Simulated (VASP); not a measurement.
# Be2ZnN2 (I4/mmm) in VASP: single point with PBE

Aim: the single point of Be2ZnN2 with PBE.

Program: VASP 6.6.1. These are calculated values, not measurements. Logs are shortened: lines on timing, memory, paths and dates and some standing lists are left out, and cuts for length are marked.

## 1. The structure

It takes space group I4/mmm (No. 139, tetragonal). Conventional cell: a = 3.013 Å, b = 3.013 Å, c = 9.473 Å, α = 90.00°, β = 90.00°, γ = 90.00°. Around Be (site symmetry 4mm) lie 5 N at 1.92 to 2.13 Å. Zn (site symmetry 4/mmm) is surrounded by 2 N at 1.34 Å. N (site symmetry 4mm) has 1 Zn at 1.34 Å as nearest neighbours.

The cell comes from a database or a generator and needn't be the stable form of this composition.

## 2. Single point, PBE

INCAR reads:

```
  PREC = Accurate
  ENCUT = 520
  EDIFF = 1E-7
  ISMEAR = 0
  SIGMA = 0.1
  LREAL = F
  LASPH = T
  NELM = 100
  ALGO = Fast
  ISIF = 2
  LWAVE = F
  LCHARG = T
  GGA = PE
  LELF = T
  LVHAR = T
  NBANDS = 21
```

KPOINTS reads:

```
regular mesh
0
Gamma
  8 8 8
```

POSCAR reads:

```
Be2ZnN2
1.0
   -1.5064461095      1.5064461095      4.7366700288
    1.5064461095     -1.5064461095      4.7366700288
    1.5064461095      1.5064461095     -4.7366700288
Be Zn N
2 1 2
Direct
    0.3443000000      0.3443000000      0.0000000000
    0.6557000000      0.6557000000      0.0000000000
    0.0000000000      0.0000000000      0.0000000000
    0.1411000000      0.1411000000      0.0000000000
    0.8589000000      0.8589000000      0.0000000000
```

Potentials or basis: VASP PAW PBE potentials, release 64 (Be, Zn, N).

Started as:

```console
cat potpaw_PBE.64/Be/POTCAR potpaw_PBE.64/Zn/POTCAR potpaw_PBE.64/N/POTCAR > POTCAR
mpirun -np 1 vasp_std > vasp.out
```

OUTCAR:

```text
PREC = Accurate
   ENCUT = 520
   EDIFF = 1E-7
   ISMEAR = 0
   LREAL = F
   LASPH = T
   NELM = 100
   ISIF = 2
   GGA = PE

 ion  position               nearest neighbor table
   1  0.344  0.344  0.000-   4 1.92   3 2.59   3 2.59   3 2.59   3 2.59
   2  0.656  0.656  0.000-   5 1.92   3 2.59   3 2.59   3 2.59   3 2.59
   3  0.000  0.000  0.000-   4 1.34   5 1.34   2 2.59   1 2.59   2 2.59   2 2.59   2 2.59   1 2.59
                             1 2.59   1 2.59
   4  0.141  0.141  0.000-   3 1.34   1 1.92
   5  0.859  0.859  0.000-   3 1.34   2 1.92

  LATTYP: Found a body centered tetragonal cell.
 ALAT       =     3.0128922190
 C/A-ratio  =     3.1442678227

  Lattice vectors:

 A1 = (  -1.5064461095,   1.5064461095,   4.7366700288)
 A2 = (   1.5064461095,  -1.5064461095,   4.7366700288)
 A3 = (   1.5064461095,   1.5064461095,  -4.7366700288)

Analysis of symmetry for initial positions (statically):
=====================================================================
 Subroutine PRICEL returns:
 Original cell was already a primitive cell.

 Routine SETGRP: Setting up the symmetry group for a
 body centered tetragonal supercell.

 Subroutine GETGRP returns: Found 16 space group operations
 (whereof 16 operations were pure point group operations)
 out of a pool of 16 trial point group operations.

The static configuration has the point symmetry D_4h.

Analysis of symmetry for dynamics (positions and initial velocities):
=====================================================================
 Subroutine PRICEL returns:
 Original cell was already a primitive cell.

 Routine SETGRP: Setting up the symmetry group for a
 body centered tetragonal supercell.

 Subroutine GETGRP returns: Found 16 space group operations
 (whereof 16 operations were pure point group operations)
 out of a pool of 16 trial point group operations.

The dynamic configuration has the point symmetry D_4h.

 Subroutine INISYM returns: Found 16 space group operations
 (whereof 16 operations are pure point group operations),
 and found     1 'primitive' translations

----------------------------------------------------------------------------------------

                                     Primitive cell

[... 94 lines left out ...]
   ENCUT  =  520.0 eV  38.22 Ry    6.18 a.u.   9.66  9.66  9.66*2*pi/ulx,y,z
   NELM   =    100;   NELMIN=  2; NELMDL= -5     # of ELM steps
   EDIFF  = 0.1E-06   stopping-criterion for ELM
   LREAL  =      F    real-space projection
   EDIFFG = 0.1E-05   stopping-criterion for IOM
   NSW    =      0    number of steps for IOM
   IBRION =     -1    ionic relax: 0-MD 1-quasi-New 2-CG
   NFREE  =      0    steps in history (QN), initial steepest desc. (CG)
   ISIF   =      2    stress and relaxation
   ISYM   =      2    0-nonsym 1-usesym 2-fastsym
   POTIM  = 0.5000    time-step for ionic-motion
   TEBEG  =    0.0;   TEEND  =   0.0 temperature during run
   PSTRESS=    0.0 pullay stress
   NELECT =      26.0000    total number of electrons
   NUPDOWN=      -1.0000    fix difference up-down
   EMIN   =  10.00;   EMAX   =-10.00  energy-range for DOS
   EFERMI =   0.00;   METHOD = LEGACY
   ISMEAR =     0;   SIGMA  =   0.10  broadening in eV -4-tet -1-fermi 0-gaus
   EFERMI_NEDOS =   21; number of points for ismear=-14 and -15
   IALGO  =     68    algorithm
   IMIX   =      4    mixing-type and parameters
     AMIX     =   0.40;   BMIX     =  1.00
     AMIX_MAG =   1.60;   BMIX_MAG =  1.00
  volume/ion in A,a.u.               =       8.60        58.03
  Fermi-wavevector in a.u.,A,eV,Ry     =   1.384371  2.616082 26.075337  1.916483
  Thomas-Fermi vector in A             =   2.508881
   LORBIT       =      0    0 simple, 1 ext, 2 COOP (PROOUT), +10 PAW based schemes
   GGA     = PE    functional components
   LHFCALC =     F    Hartree Fock is set to
   AEXX    =    0.0000 exact exchange contribution
   IVDW    =     0    specifies the selected vdW correction
   LEPSILON=     F    determine dielectric tensor
   LRPA    =     F    only Hartree local field effects (RPA)
 non-spin polarized calculation
 RMM-DIIS sequential band-by-band and
 Gauss-broadening in eV      SIGMA  =   0.10
  energy-cutoff  :      520.00
  volume of cell :       43.00
 maximum number of plane-waves:      1177
   NGX = 19   NGY = 19   NGZ = 19

 number of electron      26.0000003 magnetization

 Free energy of the ion-electron system (eV)
  ---------------------------------------------------
  ext. energy  EPLUGINS =         0.00000000
  ---------------------------------------------------
  free energy    TOTEN  =       -11.91277863 eV

  energy without entropy =      -11.90510213  energy(sigma->0) =      -11.90894038

 E-fermi :   6.0352     XC(G=0): -11.4358

 val. band max:        6.0177887910   @ k =   0.3750   0.2500   0.1250
 cond. band min:       6.0494299584   @ k =  -0.2500   0.5000   0.2500
 fundamental gap:      0.0316411674
 Fermi energy:         6.0351858245

 k-point     1 :       0.0000    0.0000    0.0000
  band No.  band energies     occupation
      1     -13.3390      2.00000
      2      -9.0709      2.00000
      3      -5.8349      2.00000
      4      -4.9932      2.00000
      5      -4.9932      2.00000
      6      -3.2407      2.00000
[... 565 lines left out ...]
     20      15.6578      0.00000
     21      15.6724      0.00000

 [... further k-points ...]

------------------------ aborting loop because EDIFF is reached ----------------------------------------

  FORCE on cell =-STRESS in cart. coord.  units (eV):
  Direction    XX          YY          ZZ          XY          YZ          ZX
  --------------------------------------------------------------------------------------
  -------------------------------------------------------------------------------------
  Total       -3.8069108     -3.8069108    102.3882185      0.0000000     -0.0000000     -0.0000000
  in kB     -141.8544481   -141.8544481   3815.2257964      0.0000000     -0.0000000     -0.0000000
  external PRESSURE =    1177.1723001 kB  Pullay stress =       0.0000000 kB

 VOLUME and BASIS-vectors are now :
 -----------------------------------------------------------------------------
  energy-cutoff  :      520.00
  volume of cell :       43.00
      direct lattice vectors                 reciprocal lattice vectors
    -1.506446109  1.506446109  4.736670029     0.000000000  0.331906994  0.105559390
     1.506446109 -1.506446109  4.736670029     0.331906994  0.000000000  0.105559390
     1.506446109  1.506446109 -4.736670029     0.331906994  0.331906994  0.000000000

 POSITION                                       TOTAL-FORCE (eV/Angst)
 -----------------------------------------------------------------------------------
      0.00000      0.00000      3.26167         0.000000      0.000000     -3.592817
      0.00000      0.00000      6.21167        -0.000000     -0.000000      3.592817
      0.00000      0.00000      0.00000        -0.000000     -0.000000      0.000000
      0.00000      0.00000      1.33669         0.000000      0.000000     39.771407
      0.00000      0.00000      8.13665        -0.000000     -0.000000    -39.771407
 -----------------------------------------------------------------------------------
    total drift:                                0.000000      0.000000     -0.000000

  FREE ENERGIE OF THE ION-ELECTRON SYSTEM (eV)
  ---------------------------------------------------
  free  energy   TOTEN  =       -11.9127786287 eV

  energy  without entropy=      -11.9051021325  energy(sigma->0) =      -11.90894038
```

OSZICAR:

```text
N       E                     dE             d eps       ncg     rms          rms(c)
DAV:   1     0.183822781161E+03    0.18382E+03   -0.13156E+04  2502   0.154E+03
DAV:   2     0.209354664363E+01   -0.18173E+03   -0.16947E+03  2599   0.355E+02
DAV:   3    -0.179675864688E+02   -0.20061E+02   -0.19789E+02  2984   0.115E+02
DAV:   4    -0.184203066449E+02   -0.45272E+00   -0.45177E+00  3038   0.180E+01
DAV:   5    -0.184228639611E+02   -0.25573E-02   -0.25570E-02  2897   0.140E+00    0.481E+01
RMM:   6    -0.122140991085E+02    0.62088E+01   -0.12941E+01  3026   0.267E+01    0.265E+01
RMM:   7    -0.119982995502E+02    0.21580E+00   -0.19653E+00  3240   0.138E+01    0.967E+00
RMM:   8    -0.119339831785E+02    0.64316E-01   -0.54776E-01  3390   0.632E+00    0.388E+00
RMM:   9    -0.119129631486E+02    0.21020E-01   -0.13305E-01  3461   0.367E+00    0.551E-01
RMM:  10    -0.119127548331E+02    0.20832E-03   -0.17751E-02  3274   0.853E-01    0.251E-01
RMM:  11    -0.119128483110E+02   -0.93478E-04   -0.18383E-03  3488   0.280E-01    0.927E-02
RMM:  12    -0.119127915033E+02    0.56808E-04   -0.46171E-04  3329   0.151E-01    0.862E-02
RMM:  13    -0.119127801688E+02    0.11334E-04   -0.10072E-04  3504   0.925E-02    0.167E-02
RMM:  14    -0.119127785398E+02    0.16290E-05   -0.20770E-05  3476   0.288E-02    0.115E-02
RMM:  15    -0.119127786550E+02   -0.11516E-06   -0.26457E-06  3354   0.136E-02    0.181E-03
RMM:  16    -0.119127786287E+02    0.26274E-07   -0.57564E-07  2991   0.491E-03
   1 F= -.11912779E+02 E0= -.11908940E+02  d E =-.767650E-02
```

Run time: 59 s. Hardware: 1 thread of Intel Xeon 6975P-C (Granite Rapids), shared host; peak memory 0.26 GiB.

Results:

```yaml
Free_energy: -11.9128 eV
Pressure: 117.7 GPa
Largest_force: 39.771 eV/Å
Band_gap_on_the_k_mesh: none (metal or under the smearing width)
```

Forces in eV/Å, atoms in the order of the input:
```
Be    0.000   0.000  -3.593
Be    0.000   0.000   3.593
Zn    0.000   0.000   0.000
N     0.000   0.000  39.771
N     0.000   0.000 -39.771
```

Levels at points of the mesh, in eV from the Fermi level:
```tsv
k point	band 9	band 10	band 11	band 12	band 13	band 14	band 15	band 16	band 17	band 18
(0.00, 0.00, 0.00)	-3.17	-3.17	-2.02	-1.52	-1.52	2.19	3.58	8.77	9.00	9.15
(0.50, 0.00, 0.00)	-5.10	-3.88	-2.70	-2.69	0.03	1.21	4.99	5.47	6.55	7.15
(0.50, 0.50, 0.00)	-6.37	-4.37	-3.39	-2.94	-2.17	-0.25	3.66	3.90	5.66	8.53
(0.50, 0.50, 0.50)	-4.99	-4.16	-4.16	-0.07	-0.07	3.40	3.65	6.79	7.51	9.75
```

Caveat: the k mesh is coarse (spacing up to 0.37 Å⁻¹), so the values aren't converged; a pressure of tens of GPa on the cell as given is suspect, and the run, the potentials or the cell itself is likely at fault; forces of over 1 eV/Å show positions far from the minimum, so gaps and moduli don't describe the material at rest.
